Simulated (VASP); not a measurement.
An input for Quantum ESPRESSO's pw.x (written as the equivalent of a VASP run, and not itself run):

```
&CONTROL
  calculation = 'vc-relax'
  pseudo_dir = './pseudo'
  outdir = './out'
  tprnfor = .true.
  tstress = .true.
  nstep = 40
  forc_conv_thr = 0.00078
/
&SYSTEM
  ibrav = 0
  nat = 2
  ntyp = 2
  ecutwfc = 80
  occupations = 'smearing'
  smearing = 'gaussian'
  degauss = 0.003675
  input_dft = 'pz'
/
&ELECTRONS
  conv_thr = 7.3e-08
  electron_maxstep = 100
/
&IONS
/
&CELL
/
ATOMIC_SPECIES
  Ga 69.723 Ga.upf
  As 74.922 As.upf
CELL_PARAMETERS angstrom
    -0.0000000    2.8062514    2.8062514
     2.8062514   -0.0000000    2.8062514
     2.8062514    2.8062514    0.0000000
ATOMIC_POSITIONS crystal
  Ga   1.0000000  1.0000000  1.0000000
  As   0.2500000  0.2500000  0.2500000
K_POINTS automatic
  8 8 8 0 0 0
```

Problem. Write the VASP files for the same calculation (LDA).

Solution. This is not unique; one that fits is 
KPOINTS:
```
Regular mesh
0
G
8 8 8
0 0 0
```

### POSCAR
```
GaAs
1
   -0.0000000000     2.8062513895     2.8062513895
    2.8062513895    -0.0000000000     2.8062513895
    2.8062513895     2.8062513895     0.0000000000
Ga As
1 1
Direct
  1.0000000000   1.0000000000   1.0000000000
  0.2500000000   0.2500000000   0.2500000000
```

INCAR:
```
ALGO = Normal
EDIFF = 1E-6
EDIFFG = -0.02
ENCUT = 500
IBRION = 2
ISIF = 3
ISMEAR = 0
LASPH = .True.
LCHARG = .False.
LMAXMIX = 4
LREAL = .False.
LWAVE = .False.
NELM = 100
NSW = 40
PREC = Accurate
SIGMA = 0.05
SYSTEM = GaAs
```

POTCAR, in this order: Ga_d As (LDA.64 set). Program: vasp_std.

What does not carry over: the potentials are each code's own (VASP's PAW set, PseudoDojo norm-conserving files in pw.x), so ENCUT and ecutwfc are chosen apart and not converted; conv_thr bounds pw.x's estimated SCF error, while EDIFF bounds the energy change between steps; forc_conv_thr acts on force components and is met together with etot_conv_thr.

The compound is GaAs in the zinc blende structure. It was relaxed first.
